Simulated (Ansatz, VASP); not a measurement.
# Cross-check of LiPH96C48O36F6 between VASP and Ansatz

One calculation is typed for both programs; each brings its own data sets and cutoff. How far apart do they land? The structure shown is frame 140 of Ansatz's trajectory.

Method: plane waves, with VASP 6.6.1 beside it; single point at PBEsol, in Ansatz 0.2.0.

## 1. Set-up

The cell holds 188 atoms: 48 C, 36 O, 96 H, 1 P, 6 F and 1 Li. Cell: a = 12.947 Å, b = 12.947 Å, c = 12.947 Å, α = 90.0°, β = 90.0°, γ = 90.0°.

## 2. Ansatz: dynamics, PBEsol

Ansatz runs on its default PAW (the set named soft_2) files.

This run makes the geometry at which the two programs are then compared.

input.yaml

```yaml
crystal:
  lattice:
    - [12.94736, 0.0, 0.0]
    - [0.0, 12.94736, 0.0]
    - [0.0, 0.0, 12.94736]
  atoms:
    - { symbol: C, position: [0.27498, 0.55725, 0.37908] }
    - { symbol: C, position: [0.30605, 0.47439, 0.45747] }
    - { symbol: O, position: [0.23012, 0.47479, 0.53838] }
    - { symbol: C, position: [0.25361, 0.39852, 0.60454] }
    - { symbol: O, position: [0.3321, 0.34165, 0.59884] }
    - { symbol: O, position: [0.16784, 0.39047, 0.6653] }
    - { symbol: C, position: [0.15964, 0.30243, 0.72883] }
    - { symbol: H, position: [0.33626, 0.54634, 0.32303] }
    - { symbol: H, position: [0.27304, 0.63144, 0.41605] }
    - { symbol: H, position: [0.20249, 0.53963, 0.34163] }
    - { symbol: H, position: [0.38311, 0.49922, 0.48593] }
    - { symbol: H, position: [0.31089, 0.3963, 0.42558] }
    - { symbol: H, position: [0.2224, 0.30765, 0.78427] }
    - { symbol: H, position: [0.08538, 0.31958, 0.77024] }
    - { symbol: H, position: [0.15529, 0.23075, 0.6838] }
    - { symbol: C, position: [0.77102, 0.58385, 0.77198] }
    - { symbol: C, position: [0.75888, 0.47593, 0.73166] }
    - { symbol: O, position: [0.8105, 0.40787, 0.79775] }
    - { symbol: C, position: [0.74919, 0.38337, 0.87812] }
    - { symbol: O, position: [0.66156, 0.41414, 0.89244] }
    - { symbol: O, position: [0.80226, 0.31814, 0.94076] }
    - { symbol: C, position: [0.74883, 0.28931, 0.03241] }
    - { symbol: H, position: [0.74827, 0.64511, 0.71775] }
    - { symbol: H, position: [0.85353, 0.59359, 0.79404] }
    - { symbol: H, position: [0.72569, 0.59416, 0.84107] }
    - { symbol: H, position: [0.79975, 0.47794, 0.65929] }
    - { symbol: H, position: [0.67635, 0.44762, 0.71281] }
    - { symbol: H, position: [0.71813, 0.35863, 0.07283] }
    - { symbol: H, position: [0.6847, 0.23411, 0.01964] }
    - { symbol: H, position: [0.80367, 0.26328, 0.09194] }
[... 152 atom lines left out ...]
    - { symbol: F, position: [0.54371, 0.34597, 0.44089] }
    - { symbol: F, position: [0.59333, 0.47653, 0.53514] }
    - { symbol: F, position: [0.68072, 0.32416, 0.53833] }
    - { symbol: F, position: [0.75556, 0.47522, 0.48569] }
    - { symbol: F, position: [0.70116, 0.34054, 0.36275] }
    - { symbol: Li, position: [0.45956, 0.26406, 0.55224] }
kpoints:
  mp_grid: { grid: [1, 1, 1] }
hamiltonian:
  xc: pbesol
scf:
  occupations: { method: gaussian, width: 0.05 }
output:
  forces: true
md:
  timestep: 0.5
  n_steps: 140
  ensemble: nvt_nose_hoover
  temperature: 330
  initial_velocities: maxwell_boltzmann
  seed: 4317
```

Run with:

```console
ansatz run input.yaml --threads 4 --pin off --max-ram 8192MiB --backend cpu --events-out ev --progress --plain --runs-dir out
```

Numbers of over 12 decimals in the logs are rounded to 6 here.

Output:

```text
Warning: md: disabling space-group detection — thermal motion breaks the input geometry's symmetry, so no spatial operation reduces the k-mesh or symmetrises the density; time reversal is kept, so that k and −k are solved as one point where they differ and the mesh holds both, and exact exchange and, on two spinor components, a DFT+U term hold to it where the run has them: on two components no moment then forms, and  [...]
Engine: ansatz 0.2.0, aarch64-unknown-linux-gnu
Pseudopotentials: kind: paw
Pseudopotential: C, paw, valence charge 4, recommended cutoff 420 eV (normal), C.paw.azcp
Pseudopotential: O, paw, valence charge 6, recommended cutoff 420 eV (normal), O.paw.azcp
Pseudopotential: H, paw, valence charge 1, recommended cutoff 420 eV (normal), H.paw.azcp
Pseudopotential: P, paw, valence charge 5, recommended cutoff 420 eV (normal), P.paw.azcp
Pseudopotential: F, paw, valence charge 7, recommended cutoff 420 eV (normal), F.paw.azcp
Pseudopotential: Li, paw, valence charge 3, recommended cutoff 420 eV (normal), Li.paw.azcp
Functional definition: PBEsol
  exchange = pbesol_x
  correlation = pbesol_c
Crystal: 188 atoms, lattice volume = 2170.419 Å³
Basis set: ecut = 420 eV, 42499 PW (Γ), exchange–correlation on 180×180×180 points (8 copies of the dense FFT grid, shifted against one another)
Bands: 465, of which v1, the nominal top of the filled ones, is band 277 counted from 1 (276 counted from 0)
Symmetry: 1 space group operations
k-points: 1
Non-local potential: C, projectors of the file, l = 0: 2, l = 1: 2, l = 2: 1
Non-local potential: O, projectors of the file, l = 0: 2, l = 1: 2, l = 2: 1
Non-local potential: H, projectors of the file, l = 0: 2, l = 1: 1
Non-local potential: P, projectors of the file, l = 0: 2, l = 1: 2, l = 2: 2
Non-local potential: F, projectors of the file, l = 0: 2, l = 1: 2, l = 2: 1
Non-local potential: Li, projectors of the file, l = 0: 3, l = 1: 2, l = 2: 1
PAW form: soft (Blöchl's): semilocal exchange-correlation on the pseudo side does not see the compensation charge
PAW frozen core: C, regenerated for the run's functional, and the local potential with it (the file was generated under x = pbe(κ = 0.804, μ = 0.219515), c = pbe(β = 0.066725))
PAW frozen core: O, regenerated for the run's functional, and the local potential with it (the file was generated under x = pbe(κ = 0.804, μ = 0.219515), c = pbe(β = 0.066725))
PAW frozen core: P, regenerated for the run's functional, and the local potential with it (the file was generated under x = pbe(κ = 0.804, μ = 0.219515), c = pbe(β = 0.066725))
PAW frozen core: F, regenerated for the run's functional, and the local potential with it (the file was generated under x = pbe(κ = 0.804, μ = 0.219515), c = pbe(β = 0.066725))
PAW one-centre angular grid: C, 110 points (default); XC on 64 Gauss nodes
PAW one-centre angular grid: O, 110 points (default); XC on 64 Gauss nodes
PAW one-centre angular grid: H, 110 points (default); XC on 64 Gauss nodes
PAW one-centre angular grid: P, 110 points (default); XC on 64 Gauss nodes
PAW one-centre angular grid: F, 110 points (default); XC on 64 Gauss nodes
PAW one-centre angular grid: Li, 110 points (default); XC on 64 Gauss nodes
Initial density: superposition of atomic densities (neutral atoms: chi_scale 0, normalization atom), corrected by the library's trained network
Initial wavefunctions: pseudopotential atomic-orbital guess
Functional: x = pbesol(κ = 0.804, μ = 0.123457), c = pbesol(β = 0.046)
SCF iter   1: F=—  HF=-39274.864995 eV  |F-HF|=—  |Δ(HF+E_count)|=         —  Δρ=7.66e-3  dr2=9.90e-1  ethr=1.77e-3  ⟨swp⟩=6.0  Hψ=2164  notcnv=0  defer=147
preconditioner: auto → Resta (q_TF=auto, 2.173 Å⁻¹)  ε∞=2.3  [insulator: Δε(μ)=4.969 eV  Ē_g=15.880 eV  σ=0.050 eV  W_gap=1.00  n_scr=388 (ndim 8)  ℏωp=18.2 eV  f_vac=0.308  D(μ)=0.00/eV (n_scr^D=0)  ε∞_Penn≈2.3]
SCF iter   2: F=—  HF=-39274.665288 eV  |F-HF|=—  |Δ(HF+E_count)|=   2.00e-1  Δρ=2.72e-3  dr2=1.56e-1  ethr=1.79e-4  ⟨swp⟩=3.0  Hψ=802  notcnv=0  defer=183
SCF iter   3: F=—  HF=-39274.664487 eV  |F-HF|=—  |Δ(HF+E_count)|=   8.01e-4  Δρ=1.31e-3  dr2=4.16e-2  ethr=2.82e-5  ⟨swp⟩=3.0  Hψ=565  notcnv=0  defer=183
SCF iter   4: F=—  HF=-39274.671565 eV  |F-HF|=—  |Δ(HF+E_count)|=   7.08e-3  Δρ=4.79e-4  dr2=5.77e-3  ethr=7.51e-6  ⟨swp⟩=2.0  Hψ=529  notcnv=0  defer=183
SCF iter   5: F=—  HF=-39274.672293 eV  |F-HF|=—  |Δ(HF+E_count)|=   7.28e-4  Δρ=2.96e-4  dr2=1.84e-3  ethr=1.04e-6  ⟨swp⟩=3.0  Hψ=584  notcnv=0  defer=183
[...]
atom  27  H     -0.07645389    -0.21835159     0.00407996
  atom  28  H     -0.40540361     0.89742992    -0.04297608
  atom  29  H     -0.54467222    -0.55451505     0.26477298
  atom  30  H      0.55937752    -0.32534400    -0.24204266
  atom  31  C     -0.85405630     1.98080750     1.13301341
  atom  32  C      0.58876166     0.59492804    -1.36415867
  atom  33  O      1.55811281    -2.01469143    -0.30881887
  atom  34  C     -2.74384606     0.96299795    -0.77183607
  atom  35  O      0.85654867    -0.14833401     0.51946258
  atom  36  O      1.28135713    -0.05652366     1.21448495
  atom  37  C      1.56881767    -0.13527551    -0.50465972
  atom  38  H      0.59185876    -0.02753236     0.08396934
  atom  39  H     -0.16193897    -0.63159175    -0.70178563
  atom  40  H     -0.49561484    -0.92112161    -0.03282938
  atom  41  H      0.19304157    -0.56232201     0.52141278
  atom  42  H     -0.22441500     0.47591850     0.14705378
  atom  43  H     -0.34337492     0.07469312     0.02427978
  atom  44  H     -0.22339991     0.29810477    -0.18223429
  atom  45  H     -1.59150474    -0.09249583    -0.02138668
  atom  46  C     -1.42588379     0.10719657    -0.19943174
  atom  47  C     -0.58653438    -1.36682235     0.14007015
  atom  48  O     -0.00695527    -0.25615595     0.35155984
  atom  49  C      1.21858490    -1.77406148     2.58733138
  atom  50  O     -0.82769260     1.83175320    -1.13564012
[...]
atom 181  P     -0.75780714    -0.09260402     1.21700997
  atom 182  F      1.35265425    -1.16189293     0.56547472
  atom 183  F     -0.52376512    -0.43110574     0.15309972
  atom 184  F      0.05003619     1.04479786    -0.75515588
  atom 185  F      0.96043997     0.15201128    -1.79797342
  atom 186  F     -1.47956178    -0.94473182    -0.56381288
  atom 187  F      0.03274151     1.26186665     1.00028176
  atom 188  Li    -0.24160909     0.15593897    -0.44594650
  max |Σ_I F_I| component: 6.58e-5 eV/Å
--- MD trajectory: 140 steps, t = 0.0 → 70.0 fs ---
  final state: T = 325.3 K   F+E_penalty+E_count = -39274.70615177 eV   E_kin = 7.863124 eV
  conserved energy: peak-to-peak 1.274e-2 eV (6.779e-5 eV/atom) over 70.0 fs
```

The column dr2 measures how far the density is from self-consistency, as an energy; F and HF (Harris–Foulkes) agree once it is small.

## 3. VASP: single point, PBEsol

The same cell, functional, mesh and smearing now go to VASP, with its own data sets and cutoff.

Lines of VASP's logs that name or quote its potential files are left out, and so is its time.

INCAR

```
SYSTEM = LiPH96C48O36F6
PREC = Accurate
ENCUT = 650
EDIFF = 1E-05
NELM = 100
ISMEAR = 0
SIGMA = 0.05
LREAL = Auto
ALGO = Fast
GGA = PS
NBANDS = 408
LORBIT = 11
LWAVE = .FALSE.
LCHARG = .FALSE.
ISIF = 2
```

POSCAR

```
LiPH96C48O36F6
1.0
   12.9473600000      0.0000000000      0.0000000000
    0.0000000000     12.9473600000      0.0000000000
    0.0000000000      0.0000000000     12.9473600000
C O H P F Li
48 36 96 1 6 1
Direct
    0.3049347512      0.5801028163      0.3885965942
    0.3205595581      0.4849714536      0.4531502947
    0.2498424389      0.4010161145      0.6018601476
    0.1771867006      0.3277115953      0.7522382941
    0.8106980883      0.6069731590      0.7629817971
    0.7747139185      0.4974295918      0.7207492493
    0.7594598436      0.3954396881      0.8710115421
    0.7526939855      0.2752607481      0.0081329321
    0.6578252246      0.9338428838      0.7077118424
    0.6340674856      0.0446963705      0.6757902769
    0.5605853240      0.1962562252      0.7481139012
    0.4927799953      0.3341916808      0.8581517777
    0.3608534867      0.8131464638      0.5762719195
    0.3032741810      0.9050107512      0.6257646346
    0.3007640168      0.9775815301      0.7977070229
    0.2950253951      0.0217727784      0.9837758431
    0.1575456309      0.1339732579      0.4359267063
    0.0610471942      0.0710724039      0.4579157450
    0.0399463674      0.8931782232      0.4839982823
    0.0040857750      0.7169106289      0.4800515317
    0.6953850051      0.0964289245      0.2897579120
    0.7431167435      0.0690256547      0.3915392790
    0.7430935727      0.8810676462      0.4065307522
    0.6858463810      0.7056341988      0.3906587907
    0.6185662560      0.9792390109      0.9606823322
    0.7060589958      0.9092818922      0.9844060874
    0.6188288578      0.7792090434      0.0738451700
    0.5388820578      0.6148203186      0.1183175566
    0.1594533557      0.4428702067      0.9841929165
    0.1291151246      0.5429987272      0.9277026359
[... 152 atom lines left out ...]
    0.5443580776      0.3523807170      0.4430478491
    0.6045711249      0.4667901410      0.5634121551
    0.6750874310      0.3160567096      0.5594731281
    0.7693691996      0.4631523338      0.4824303951
    0.7020272859      0.3295343607      0.3727169091
    0.4463226480      0.2655444817      0.5587084935
```

KPOINTS

```
Automatic mesh
0
Gamma
1 1 1
0 0 0
```

Potentials, in the order of the species: C, O, H, P, F and Li_sv (PBE family, release 64).

Run with:

```console
export OMP_NUM_THREADS=5
mpirun -np 1 vasp_gam
```

Output:

```text
[banner, memory and clock lines left out]
running    1 mpi-ranks, on    1 nodes
[...]
Offloading initialized ...    1 GPUs detected
[...]
|                                                                             |
|               ----> ADVICE to this user running VASP <----                  |
|                                                                             |
|     You enforced a specific xc type in the INCAR file but a different       |
|     [... a line on the potential file left out ...]
|     I HOPE YOU KNOW WHAT YOU ARE DOING!                                     |
|                                                                             |

 LDA part: xc-table for (Slater+PW92), standard interpolation
 POSCAR, INCAR and KPOINTS ok, starting setup
[...]
entering main loop
       N       E                     dE             d eps       ncg     rms          rms(c)
DAV:   1     0.493915615830E+04    0.49392E+04   -0.32856E+05   824   0.150E+03
DAV:   2    -0.589068769551E+03   -0.55282E+04   -0.52604E+04  1016   0.328E+02
DAV:   3    -0.116135386340E+04   -0.57229E+03   -0.56736E+03  1016   0.109E+02
DAV:   4    -0.117673662104E+04   -0.15383E+02   -0.15311E+02  1072   0.183E+01
[...]
RMM:  17    -0.108837987402E+04   -0.33932E-04   -0.33573E-04  1425   0.217E-02    0.641E-03
RMM:  18    -0.108837989094E+04   -0.16924E-04   -0.16114E-04  1329   0.154E-02    0.347E-03
RMM:  19    -0.108837989696E+04   -0.60203E-05   -0.55395E-05  1087   0.117E-02
   1 F= -.10883799E+04 E0= -.10883799E+04  d E =-.507460E-18
```

Parts of OUTCAR (step 3):

```text
  FREE ENERGIE OF THE ION-ELECTRON SYSTEM (eV)
  ---------------------------------------------------
  free  energy   TOTEN  =     -1088.3798969630 eV

  energy  without entropy=    -1088.3798969630  energy(sigma->0) =    -1088.37989696
```

The run ends at a pressure of -0.30 GPa, with forces up to 4.2 eV/Å.

## 4. Differences

Known differences besides the potentials themselves: the cutoff is 420 eV in Ansatz and 650 eV in VASP (PREC = Accurate, projectors in real space); Ansatz makes its cores anew for this functional, VASP keeps those of its PBE data sets; VASP leaves aspherical gradient terms in its spheres out (LASPH is not set), Ansatz keeps them. Total energies have different zeros and are not compared.

Forces on 9 of the 188 atoms, those with the largest forces and the largest differences (eV/Å; atoms numbered as in POSCAR):

```csv
atom,"Ansatz x, y, z","VASP x, y, z"
C15,"1.219, -1.774, 2.587","1.395, -2.246, 2.711"
C31,"-0.325, -1.319, -2.296","-0.476, -1.358, -2.660"
C35,"-3.148, 0.285, 1.135","-3.562, 0.121, 1.104"
C39,"-1.537, -1.575, -2.995","-1.612, -1.957, -3.287"
C48,"3.316, 1.235, -0.448","3.317, 1.181, -0.416"
O59,"-0.828, 1.832, -1.136","-1.062, 2.462, -1.258"
O69,"-1.335, -2.570, 0.148","-1.374, -2.694, 0.091"
O74,"1.976, 0.809, -0.742","2.563, 1.066, -0.770"
O77,"1.544, 1.280, 2.462","1.670, 1.765, 2.914"
```

The forces differ by 104 meV/Å r.m.s., which is 11.6 % of the r.m.s. force of 0.90 eV/Å (both taken over all components).

## 5. What came out

```yaml
r_m_s_force_difference_single_point_pbesol: 12 % of the r.m.s. force
```

In words: The r.m.s. force difference is 12 % of the r.m.s. force (single point, PBEsol), beyond the 3 % picked in this series as the mark of a large difference. What causes the difference of the single point, PBEsol pair stays open here. How closely two codes agree says nothing of how well the functional describes the real material.

[Lines on the potential files, build, host, timing and source positions are cut from VASP's logs without a mark.]

[Logs are printed without paths, hosts, clocks, repeated set-up lines and the standing remarks that a program may print on its own settings, such as how far it seeks lower states.]

[Hosts, paths, dates, database ids (printed as entryN), source tags and the programs' standing remarks are cut or masked in the printed files.]
